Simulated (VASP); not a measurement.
Consider the following.

```
Pm
1.0
    0.00000     2.53143     2.53143
    2.53143     0.00000     2.53143
    2.53143     2.53143     0.00000
Pm
1
Cartesian
  2.53143   2.53143   0.00000
```

The numbers are results of PBEsol GGA, VASP's PBE PAW potentials (set 64) (plane waves; VASP 6.6.1), not measurements. Settings: 400 eV cut-off, Gaussian smearing of 0.050 eV, potentials Pm_3.

The 4f electrons are frozen in the core of the lanthanide potential, so 4f levels, which can set the real gap, and their magnetism are missing.

Task: What does the run give for the band gap (along the path) with the smallest direct gap where there is one?

Result: 
```json
{
  "band gap (along the path)": "none (metal, semimetal or under 0.01 eV)"
}
```

Total energies compare only between runs with the same potentials, cut-off and functional.

The structure was generated: Pm was put into the fcc type (Fm-3m), which need not be its known phase. It was relaxed first.
